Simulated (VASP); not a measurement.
# Cd3HgS4 (ordered alloy cell): computed properties

Calculation: PBEsol GGA, VASP's PBE PAW potentials (set 64) (plane waves; VASP 6.6.1).

```json
{
  "space_group": "Amm2 (38)",
  "cell": "a = 4.130 Å, b = 8.257 Å, c = 11.671 Å, α = 90.00°, β = 90.00°, γ = 90.00°",
  "volume_per_atom": "24.88 Å³/atom",
  "band gap (over mesh and band path)": "0.53 eV",
  "smallest direct gap (over mesh and band path)": "0.53 eV",
  "band_edge_character": "direct, Γ to Γ",
  "density": "5.56 g/cm³"
}
```

Cd3HgS4 has the orthorhombic space group Amm2 (No. 38), Pearson symbol oS16. Conventional cell: a = 4.1301 Å, b = 8.2574 Å, c = 11.6713 Å, α = β = γ = 90.00°. Hg on 2a sees 4 S at 2.539–2.542 Å (tetrahedral). S1 on 2b is surrounded by 2 Cd at 2.523 Å and 2 Hg at 2.539 Å (tetrahedral). S2 on 4d is coordinated by 3 Cd at 2.523–2.525 Å and 1 Hg at 2.542 Å (tetrahedral). S3 on 2b is coordinated by 4 Cd at 2.524–2.526 Å (tetrahedral). Cd1 on 4e is surrounded by 4 S at 2.523 Å (tetrahedral). Cd2 on 2a sees 4 S at 2.525 Å (tetrahedral). (Neighbours: up to the widest gap in distance over summed covalent radii, below 1.35, at either atom; cation-cation and far metal-metal contacts left out.)
(The calculation used a cell of 8 atoms; values per cell refer to that cell.)

Unless said otherwise, spin-orbit coupling is left out, though it shifts the bands of the heavy elements here.

The structure was generated: Cd3HgS4 was put into an ordered model structure (Amm2), which need not be its known phase. It was relaxed first. Symmetry was kept, so distortions that lower it aren't found.
